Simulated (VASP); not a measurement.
# A VASP study of SiO2 (Stishovite) (PBE + D3(BJ)): structure first, properties next, part 4 of 4

What structure does SiO2 (Stishovite) take at this level, and what are its properties? The start is a cell from a database of measured crystal structures.

VASP 6.6.1; PBE with D3(BJ); plane waves and PAW (Si, O).

So far, gap on the k-mesh (eV): 5.26 in steps 2, 6 and 7. The relaxed cell has a = 4.202, c = 2.686 Å (conventional setting).

### Step 8. Response to an electric field (PBE + D3(BJ))

The response to a static field gives the electronic dielectric tensor and the Born charges. It needs tightly converged orbitals, hence the small EDIFF.

The input, INCAR:

```
SYSTEM = SiO2
PREC = Accurate
ENCUT = 520
EDIFF = 1E-08
NELM = 100
ISMEAR = 0
SIGMA = 0.01
LREAL = .FALSE.
ALGO = Normal
GGA = PE
IVDW = 12
NBANDS = 22
LORBIT = 11
LWAVE = .FALSE.
LCHARG = .FALSE.
KPAR = 4
LEPSILON = .TRUE.
```

The input, POSCAR:

```
SiO2
1.0
    4.2020487886      0.0000000000      0.0000000000
    0.0000000000      4.2020487886      0.0000000000
    0.0000000000      0.0000000000      2.6855160013
Si O
2 4
Direct
    0.0000000000      0.0000000000      0.0000000000
    0.5000000000      0.5000000000      0.5000000000
    0.3060211004      0.3060211004      0.0000000000
    0.1939788996      0.8060211004      0.5000000000
    0.6939788996      0.6939788996      0.0000000000
    0.8060211004      0.1939788996      0.5000000000
```

The input, KPOINTS:

```
Automatic mesh
0
Gamma
8 8 12
0 0 0
```

Potentials, in the order of the species: Si and O (PBE family, release 64).

Run with:

```console
$ mpirun -np 4 vasp_std
```

Log:

```text
[... set-up lines as in an earlier step ...]
 entering main loop
       N       E                     dE             d eps       ncg     rms          rms(c)
DAV:   1     0.149668926107E+03    0.14967E+03   -0.17928E+04  4692   0.140E+03
DAV:   2    -0.439958771582E+02   -0.19366E+03   -0.18552E+03  6064   0.302E+02
DAV:   3    -0.508589793554E+02   -0.68631E+01   -0.68381E+01  5874   0.575E+01
DAV:   4    -0.509082116400E+02   -0.49232E-01   -0.49207E-01  5766   0.562E+00
DAV:   5    -0.509086812060E+02   -0.46957E-03   -0.46954E-03  5772   0.525E-01    0.173E+01
DAV:   6    -0.462497237901E+02    0.46590E+01   -0.16463E+01  5418   0.277E+01    0.779E+00
DAV:   7    -0.462754032481E+02   -0.25679E-01   -0.55304E-01  5556   0.494E+00    0.291E+00
DAV:   8    -0.462895448068E+02   -0.14142E-01   -0.19874E-02  5496   0.136E+00    0.109E+00
DAV:   9    -0.462961115732E+02   -0.65668E-02   -0.84232E-03  5610   0.909E-01    0.267E-01
DAV:  10    -0.462963400596E+02   -0.22849E-03   -0.68064E-04  5712   0.201E-01    0.482E-02
DAV:  11    -0.462963020198E+02    0.38040E-04   -0.16215E-04  5688   0.924E-02    0.663E-03
DAV:  12    -0.462963032179E+02   -0.11981E-05   -0.76591E-06  5556   0.201E-02    0.449E-03
DAV:  13    -0.462963031303E+02    0.87681E-07   -0.12060E-06  5688   0.814E-03    0.339E-03
DAV:  14    -0.462963031498E+02   -0.19529E-07   -0.30399E-08  5374   0.136E-03    0.973E-04
DAV:  15    -0.462963031548E+02   -0.50177E-08   -0.48536E-09  3768   0.582E-04
   1 F= -.47712061E+02 E0= -.47712061E+02  d E =-.248876E-37
 Linear response reoptimize wavefunctions to high precision
DAV:   1    -0.462963031588E+02    0.14158E+01   -0.71594E-10  3642   0.214E-04
DAV:   2    -0.462963031589E+02   -0.90949E-11   -0.74438E-11  3360   0.647E-05
 Linear response G [H, r] |phi>, progress :
  Direction:   1
       N       E                     dE             d eps       ncg     rms
RMM:   1    -0.138337887197E+03   -0.13834E+03    0.11067E+01 10553   0.993E+01
RMM:   2    -0.116660297129E+03    0.21678E+02   -0.88887E+00  7695   0.211E+01
RMM:   3    -0.116715393674E+03   -0.55097E-01   -0.96779E-02  7995   0.204E+00
RMM:   4    -0.116717156709E+03   -0.17630E-02   -0.13295E-03  8440   0.255E-01
RMM:   5    -0.116717220844E+03   -0.64135E-04   -0.20967E-05  8544   0.360E-02
RMM:   6    -0.116717226054E+03   -0.52106E-05   -0.20800E-05  8652   0.623E-03
RMM:   7    -0.116717226578E+03   -0.52419E-06   -0.22067E-05  8577   0.229E-03
RMM:   8    -0.116717226071E+03    0.50695E-06   -0.21883E-05  6911   0.171E-03
RMM:   9    -0.116717222385E+03    0.36860E-05    0.96664E-06  5755   0.165E-03
RMM:  10    -0.116717218482E+03    0.39038E-05    0.75098E-05  5408   0.165E-03
RMM:  11    -0.116717222259E+03   -0.37772E-05    0.46077E-05  5397   0.166E-03
 Linear response G [H, r] |phi>, progress :
  Direction:   2
       N       E                     dE             d eps       ncg     rms
RMM:   1    -0.137975047041E+03   -0.13798E+03    0.51753E+01 10574   0.100E+02
RMM:   2    -0.113636748057E+03    0.24338E+02   -0.10046E+01  7788   0.226E+01
RMM:   3    -0.113708898927E+03   -0.72151E-01   -0.10199E-01  8021   0.214E+00
RMM:   4    -0.113710982378E+03   -0.20835E-02   -0.14637E-03  8490   0.277E-01
RMM:   5    -0.113711059368E+03   -0.76991E-04   -0.28034E-06  8599   0.378E-02
RMM:   6    -0.113711064372E+03   -0.50036E-05   -0.21076E-06  8701   0.649E-03
RMM:   7    -0.113711066952E+03   -0.25800E-05    0.43765E-06  8611   0.237E-03
RMM:   8    -0.113711068781E+03   -0.18295E-05   -0.48986E-05  6990   0.178E-03
RMM:   9    -0.113711068618E+03    0.16290E-06   -0.54685E-05  5756   0.172E-03
RMM:  10    -0.113711068344E+03    0.27393E-06   -0.15112E-04  5484   0.172E-03
RMM:  11    -0.113711071342E+03   -0.29971E-05   -0.15331E-04  5435   0.174E-03
 Linear response G [H, r] |phi>, progress :
  Direction:   3
       N       E                     dE             d eps       ncg     rms
RMM:   1    -0.132759559897E+03   -0.13276E+03    0.47923E+01 10169   0.961E+01
 LRF_COMMUTATOR internal error: the vector H(1)-e(1) S(1) |phi(0)> is not orthog
 onal to |phi(0)> (-1.014915677604589E-004,3.481936960980647E-014)
 LRF_COMMUTATOR internal error: the vector H(1)-e(1) S(1) |phi(0)> is not orthog
 LRF_COMMUTATOR internal error: the vector H(1)-e(1) S(1) |phi(0)> is not orthog
 onal to |phi(0)> (1.014915681233908E-004,1.339206523454095E-014)
 onal to |phi(0)> (-1.049682329369306E-004,-3.184952301893418E-015)
 LRF_COMMUTATOR internal error: the vector H(1)-e(1) S(1) |phi(0)> is not orthog
 onal to |phi(0)> (1.049682330935275E-004,4.234460004859386E-015)
 LRF_COMMUTATOR internal error: the vector H(1)-e(1) S(1) |phi(0)> is not orthog
 onal to |phi(0)> (-1.073325687355187E-004,-4.930084118726086E-014)
 LRF_COMMUTATOR internal error: the vector H(1)-e(1) S(1) |phi(0)> is not orthog
 onal to |phi(0)> (1.073325685823079E-004,5.202088759759249E-014)
 LRF_COMMUTATOR internal error: the vector H(1)-e(1) S(1) |phi(0)> is not orthog
 onal to |phi(0)> (-1.114685364579926E-004,-9.207912210484892E-015)
 LRF_COMMUTATOR internal error: the vector H(1)-e(1) S(1) |phi(0)> is not orthog
 onal to |phi(0)> (1.114685365242729E-004,-1.897093593328236E-014)
 LRF_COMMUTATOR internal error: the vector H(1)-e(1) S(1) |phi(0)> is not orthog
 onal to |phi(0)> (-1.116345741117297E-004,-8.222589276130066E-015)
 LRF_COMMUTATOR internal error: the vector H(1)-e(1) S(1) |phi(0)> is not orthog
 onal to |phi(0)> (1.116345741312141E-004,2.675637489346627E-014)
 LRF_COMMUTATOR internal error: the vector H(1)-e(1) S(1) |phi(0)> is not orthog
 onal to |phi(0)> (-1.072970220910019E-004,-4.383993168488587E-014)
 LRF_COMMUTATOR internal error: the vector H(1)-e(1) S(1) |phi(0)> is not orthog
 onal to |phi(0)> (1.072970221298597E-004,4.132111319776754E-014)
 LRF_COMMUTATOR internal error: the vector H(1)-e(1) S(1) |phi(0)> is not orthog
 onal to |phi(0)> (-1.070662246575038E-004,4.191091917959966E-015)
 LRF_COMMUTATOR internal error: the vector H(1)-e(1) S(1) |phi(0)> is not orthog
 onal to |phi(0)> (1.070662245620246E-004,-1.654232306691483E-014)
 LRF_COMMUTATOR internal error: the vector H(1)-e(1) S(1) |phi(0)> is not orthog
 onal to |phi(0)> (-1.114182173577172E-004,5.183353746218700E-014)
 LRF_COMMUTATOR internal error: the vector H(1)-e(1) S(1) |phi(0)> is not orthog
 onal to |phi(0)> (1.114182173801437E-004,-3.323730179971562E-014)
RMM:   2    -0.114470533733E+03    0.18289E+02   -0.74347E+00  7701   0.193E+01
 LRF_COMMUTATOR internal error: the vector H(1)-e(1) S(1) |phi(0)> is not orthog
 onal to |phi(0)> (-1.049682329746782E-004,-1.694998308376938E-014)
 LRF_COMMUTATOR internal error: the vector H(1)-e(1) S(1) |phi(0)> is not orthog
[...]
onal to |phi(0)> (-1.072970220508118E-004,-1.718764019997820E-014)
 LRF_COMMUTATOR internal error: the vector H(1)-e(1) S(1) |phi(0)> is not orthog
 onal to |phi(0)> (1.072970221077107E-004,6.661338147750939E-015)
 LRF_COMMUTATOR internal error: the vector H(1)-e(1) S(1) |phi(0)> is not orthog
 onal to |phi(0)> (-1.070662246285270E-004,2.262079412673756E-014)
 LRF_COMMUTATOR internal error: the vector H(1)-e(1) S(1) |phi(0)> is not orthog
 onal to |phi(0)> (1.070662245888365E-004,1.156019724390944E-014)
 LRF_COMMUTATOR internal error: the vector H(1)-e(1) S(1) |phi(0)> is not orthog
 onal to |phi(0)> (-1.114182173627132E-004,3.765737721650453E-014)
 LRF_COMMUTATOR internal error: the vector H(1)-e(1) S(1) |phi(0)> is not orthog
 onal to |phi(0)> (1.114182174382916E-004,-4.723998969780041E-014)
RMM:   3    -0.114540744409E+03   -0.70211E-01   -0.80986E-02  8043   0.190E+00
RMM:   4    -0.114542088383E+03   -0.13440E-02   -0.18077E-03  8371   0.244E-01
RMM:   5    -0.114542089213E+03   -0.82977E-06   -0.90960E-05  8470   0.349E-02
RMM:   6    -0.114542088083E+03    0.11298E-05   -0.38730E-05  8510   0.594E-03
RMM:   7    -0.114542087915E+03    0.16865E-06   -0.39344E-05  8338   0.203E-03
RMM:   8    -0.114542087857E+03    0.57377E-07   -0.32399E-05  6806   0.147E-03
RMM:   9    -0.114542087878E+03   -0.20405E-07   -0.40736E-05  5583   0.141E-03
RMM:  10    -0.114542087391E+03    0.48650E-06   -0.90084E-05  5345   0.141E-03
RMM:  11    -0.114542087593E+03   -0.20226E-06   -0.68494E-05  5310   0.143E-03
 Linear response to external field (no local field effect), progress :
  Direction:   1
       N       E                     dE             d eps       ncg     rms          rms(c)
RMM:   1    -0.326955418861E+00   -0.32696E+00   -0.88047E-01  8408   0.292E+00
RMM:   2    -0.329648616068E+00   -0.26932E-02   -0.58550E-03  7838   0.442E-01
RMM:   3    -0.329711856189E+00   -0.63240E-04   -0.70333E-05  8184   0.413E-02
RMM:   4    -0.329713311986E+00   -0.14558E-05   -0.16503E-06  8398   0.544E-03
RMM:   5    -0.329713346104E+00   -0.34117E-07   -0.59190E-08  8116   0.872E-04
RMM:   6    -0.329713347243E+00   -0.11393E-08   -0.12021E-08  5969   0.192E-04
 change of polarisation eV/A/(eV/A) component  1 :     0.659    -0.011    -0.062
 dielectric tensor                  component  1 :     3.516    -0.040    -0.237
 Linear response to external field (no local field effect), progress :
  Direction:   2
       N       E                     dE             d eps       ncg     rms          rms(c)
RMM:   1    -0.308580387089E+00   -0.30858E+00   -0.86158E-01  8551   0.287E+00
RMM:   2    -0.312394523323E+00   -0.38141E-02   -0.60518E-03  7818   0.431E-01
RMM:   3    -0.312484194183E+00   -0.89671E-04   -0.95371E-05  8104   0.423E-02
RMM:   4    -0.312486578769E+00   -0.23846E-05   -0.25557E-06  8318   0.580E-03
RMM:   5    -0.312486642471E+00   -0.63702E-07   -0.94306E-08  7963   0.949E-04
RMM:   6    -0.312486644808E+00   -0.23377E-08   -0.99534E-09  5791   0.211E-04
 change of polarisation eV/A/(eV/A) component  2 :    -0.011     0.625    -0.049
 dielectric tensor                  component  2 :    -0.040     3.385    -0.186
 Linear response to external field (no local field effect), progress :
  Direction:   3
       N       E                     dE             d eps       ncg     rms          rms(c)
RMM:   1    -0.349453468575E+00   -0.34945E+00   -0.99852E-01  8116   0.299E+00
RMM:   2    -0.349653576357E+00   -0.20011E-03   -0.61235E-03  7833   0.430E-01
RMM:   3    -0.349709265033E+00   -0.55689E-04   -0.76204E-05  8105   0.407E-02
RMM:   4    -0.349710509666E+00   -0.12446E-05   -0.15212E-06  8345   0.542E-03
RMM:   5    -0.349710533934E+00   -0.24268E-07   -0.51660E-08  7753   0.853E-04
RMM:   6    -0.349710534746E+00   -0.81128E-09   -0.79332E-09  5760   0.184E-04
 change of polarisation eV/A/(eV/A) component  3 :    -0.062    -0.049     0.699
 dielectric tensor                  component  3 :    -0.237    -0.186     3.669
 Linear response to external field, progress :
  Direction:   1
       N       E                     dE             d eps       ncg     rms          rms(c)
RMM:   1    -0.317767908370E+00   -0.31777E+00   -0.87103E-01 14140   0.289E+00
RMM:   2    -0.321021480639E+00   -0.32536E-02   -0.59523E-03 13053   0.437E-01    0.101E+00
RMM:   3    -0.317947527271E+00    0.30740E-02   -0.88316E-03 13505   0.573E-01    0.588E-01
RMM:   4    -0.329652767324E+00   -0.11705E-01   -0.29591E-03 13732   0.402E-01    0.156E-01
RMM:   5    -0.336792604124E+00   -0.71398E-02   -0.31088E-04 13758   0.134E-01    0.331E-02
RMM:   6    -0.337739756213E+00   -0.94715E-03   -0.45104E-05 13314   0.435E-02    0.478E-03
RMM:   7    -0.337858745224E+00   -0.11899E-03   -0.10645E-06 14096   0.732E-03    0.258E-03
RMM:   8    -0.337914586692E+00   -0.55841E-04   -0.10363E-07 14013   0.312E-03    0.317E-04
RMM:   9    -0.337918081727E+00   -0.34950E-05    0.40517E-08 14127   0.654E-04    0.155E-04
RMM:  10    -0.337919425671E+00   -0.13439E-05   -0.61596E-08 12854   0.275E-04    0.289E-05
RMM:  11    -0.337919279091E+00    0.14658E-06   -0.80838E-08 10899   0.137E-04    0.173E-05
RMM:  12    -0.337919381408E+00   -0.10232E-06   -0.48097E-08  6663   0.902E-05    0.552E-06
 change of polarisation eV/A/(eV/A) component  1 :     0.624    -0.004    -0.021
 dielectric tensor                  component  1 :     3.382    -0.016    -0.079
 Linear response to external field, progress :
  Direction:   2
       N       E                     dE             d eps       ncg     rms          rms(c)
RMM:   1    -0.317767897580E+00   -0.31777E+00   -0.87103E-01 14140   0.289E+00
RMM:   2    -0.321021466766E+00   -0.32536E-02   -0.59527E-03 13052   0.437E-01    0.101E+00
RMM:   3    -0.317947484054E+00    0.30740E-02   -0.88325E-03 13505   0.573E-01    0.588E-01
RMM:   4    -0.329652787121E+00   -0.11705E-01   -0.29590E-03 13731   0.402E-01    0.156E-01
RMM:   5    -0.336792575494E+00   -0.71398E-02   -0.31080E-04 13766   0.134E-01    0.331E-02
RMM:   6    -0.337739758800E+00   -0.94718E-03   -0.45044E-05 13312   0.435E-02    0.478E-03
RMM:   7    -0.337858740856E+00   -0.11898E-03   -0.10046E-06 14096   0.732E-03    0.258E-03
RMM:   8    -0.337914573635E+00   -0.55833E-04   -0.42729E-08 13996   0.312E-03    0.317E-04
RMM:   9    -0.337918064503E+00   -0.34909E-05    0.10616E-07 14124   0.654E-04    0.155E-04
RMM:  10    -0.337919408238E+00   -0.13437E-05    0.23882E-08 12865   0.275E-04    0.289E-05
RMM:  11    -0.337919264623E+00    0.14361E-06    0.31228E-08 10928   0.137E-04    0.173E-05
RMM:  12    -0.337919363721E+00   -0.99098E-07    0.47693E-08  6671   0.901E-05    0.552E-06
 change of polarisation eV/A/(eV/A) component  2 :    -0.004     0.624    -0.055
 dielectric tensor                  component  2 :    -0.016     3.382    -0.212
 Linear response to external field, progress :
  Direction:   3
       N       E                     dE             d eps       ncg     rms          rms(c)
RMM:   1    -0.349453468575E+00   -0.34945E+00   -0.99852E-01  8116   0.299E+00
RMM:   2    -0.349653562108E+00   -0.20009E-03   -0.61231E-03  7835   0.430E-01    0.107E+00
RMM:   3    -0.344032502235E+00    0.56211E-02   -0.61324E-03  7768   0.509E-01    0.626E-01
RMM:   4    -0.361896613888E+00   -0.17864E-01   -0.10002E-02  8040   0.651E-01    0.682E-02
RMM:   5    -0.364013690912E+00   -0.21171E-02   -0.13456E-04  8079   0.887E-02    0.128E-02
RMM:   6    -0.364352926516E+00   -0.33924E-03   -0.35354E-06  8469   0.137E-02    0.443E-03
RMM:   7    -0.364444748559E+00   -0.91822E-04   -0.42597E-07  8188   0.481E-03    0.359E-04
RMM:   8    -0.364458624842E+00   -0.13876E-04    0.11743E-07  8540   0.665E-04    0.174E-04
RMM:   9    -0.364458584845E+00    0.39997E-07   -0.14963E-08  7265   0.277E-04    0.226E-05
RMM:  10    -0.364458383526E+00    0.20132E-06   -0.16032E-08  4565   0.933E-05    0.120E-05
RMM:  11    -0.364458461673E+00   -0.78147E-07   -0.22614E-08  4628   0.943E-05    0.124E-06
 change of polarisation eV/A/(eV/A) component  3 :    -0.062    -0.048     0.671
 dielectric tensor                  component  3 :    -0.235    -0.184     3.562
 Born effective charges drift removed
```

Elapsed: 70 s, on 4 MPI ranks of Intel Xeon 6975P-C (Granite Rapids), shared host; peak memory 2.1 GiB; 4.6 min of CPU time.

Parts of OUTCAR (step 8):

```text
   k-points           NKPTS =    105   k-points in BZ     NKDIM =    105   number of bands    NBANDS=     22

   NELECT =      32.0000    total number of electrons

  Total      -0.01140    -0.01140    -0.04208     0.00000     0.00000     0.00000
  in kB      -0.38521    -0.38521    -1.42195     0.00000     0.00000     0.00000
  external pressure =       -0.73 kB  Pullay stress =        0.00 kB

 POSITION                                       TOTAL-FORCE (eV/Angst)
 -----------------------------------------------------------------------------------
      0.00000      0.00000      0.00000         0.000000      0.000000     -0.000000
      2.10102      2.10102      1.34276         0.000000      0.000000     -0.000000
      1.28592      1.28592      0.00000         0.001983      0.001983      0.000000
      0.81511      3.38694      1.34276        -0.001983      0.001983      0.000000
      2.91613      2.91613      0.00000        -0.001983     -0.001983     -0.000000
      3.38694      0.81511      1.34276         0.001983     -0.001983     -0.000000
 -----------------------------------------------------------------------------------
    total drift:                                0.000000      0.000000     -0.000000

 Edisp (eV)   -1.41576

 Edisp (eV)   -1.41576

 MACROSCOPIC STATIC DIELECTRIC TENSOR (including local field effects in DFT)
 ------------------------------------------------------
           3.381562     0.000000     0.000000
           0.000000     3.381562     0.000000
           0.000000     0.000000     3.562081
 ------------------------------------------------------

 PIEZOELECTRIC TENSOR (including local field effects)  for field in x, y, z        (C/m^2)
          XX          YY          ZZ          XY          YZ          ZX
  --------------------------------------------------------------------------------
  x     0.00000     0.00000     0.00000     0.00000     0.00000     0.00000
  y     0.00000     0.00000     0.00000     0.00000     0.00000     0.00000
  z     0.00000     0.00000     0.00000     0.00000     0.00000     0.00000

 BORN EFFECTIVE CHARGES (including local field effects) (in |e|, cummulative output)
 ---------------------------------------------------------------------------------
 ion    1
    1     3.81517     0.38930     0.00000
    2     0.38930     3.81517     0.00000
    3     0.00000     0.00000     4.06031
 ion    2
    1     3.81517    -0.38930     0.00000
    2    -0.38930     3.81517     0.00000
    3     0.00000     0.00000     4.06031
 ion    3
    1    -1.90759    -0.57718     0.00000
    2    -0.57718    -1.90759     0.00000
    3     0.00000     0.00000    -2.03016
 ion    4
    1    -1.90759     0.57718     0.00000
    2     0.57718    -1.90759     0.00000
    3     0.00000     0.00000    -2.03016
 ion    5
    1    -1.90759    -0.57718     0.00000
    2    -0.57718    -1.90759     0.00000
    3     0.00000     0.00000    -2.03016
 ion    6
    1    -1.90759     0.57718     0.00000
    2     0.57718    -1.90759     0.00000
    3     0.00000     0.00000    -2.03016

[... 9 parts as in an earlier step ...]

[... 1 further part left out ...]
```

Energies printed during the response cycles are not total energies of the cell.

Numbers from this step:

- bands: 22
- Fermi energy: 8.095 eV
- pressure: -0.07308 GPa

Electronic dielectric tensor with local fields:

```
3.38 0.00 0.00
0.00 3.38 0.00
0.00 0.00 3.56
```

Born effective charge (e), principal values of the symmetric part by kind of site:

| atom | atoms with these values | low | middle | high | mean |
| --- | --- | --- | --- | --- | --- |
| Si1 | 2 | 3.43 | 4.06 | 4.20 | 3.90 |
| O3 | 4 | -2.48 | -2.03 | -1.33 | -1.95 |

In full for O3:

```
-1.91 -0.58  0.00
-0.58 -1.91  0.00
 0.00  0.00 -2.03
```

The Born charges sum to zero; the printed set may have that rule imposed, so this is no test. The Born charge of O depends strongly on direction, from -2.48 to -1.33 e, beside a nominal -2.

### Step 9. Outcome

```yaml
relaxed_volume: 7.903 Å³/atom
relaxed_conventional_cell_a_b_c: 4.202, 4.202, 2.686 Å
space_group_after_relaxing_within_0p02_a: P4_2/mnm (No. 136)
band_gap: 5.26 eV, direct
gap_among_the_points_of_the_dos_mesh_alone_an_upper_bound: 5.26 eV
strongest_peak_of_eps_2_mean_over_directions: 12.3 eV
eps_1_at_zero_frequency_no_local_fields_mean: 3.50
electronic_dielectric_constant_mean: 3.44
```

What this shows: With PBE + D3(BJ), SiO2 (Stishovite) relaxes to 7.903 Å³/atom in space group P4_2/mnm (held by the symmetry of the run) and has a direct gap of 5.26 eV. Against the listed cell the volume lies +2.0 % (a +0.6 %, c +0.8 %). Band structure (PBE + D3(BJ)): The path shows a direct gap of 5.26 eV (valence top at Γ, conduction bottom at Γ). Response to an electric field (PBE + D3(BJ)): The principal values of the electronic dielectric tensor with local fields are 3.38, 3.38 and 3.56. Response to an electric field (PBE + D3(BJ)): Mean Born effective charge: Si1 3.90, O3 -1.95 e. Semilocal functionals usually underestimate gaps. No search among competing phases was made, and a listed structure need not be the one stable at ambient conditions. All values are for a static lattice at zero temperature.

[Lines on the potential files, build, host, timing and source positions are cut from VASP's logs without a mark.]

[Logs are printed without paths, hosts, clocks, repeated set-up lines and the standing remarks that a program may print on its own settings, such as how far it seeks lower states.]

[Hosts, paths, dates, database ids (printed as entryN), source tags and the programs' standing remarks are cut or masked in the printed files.]

[A measured line is paired with the nearest computed mode of its activity, which favours agreement.]
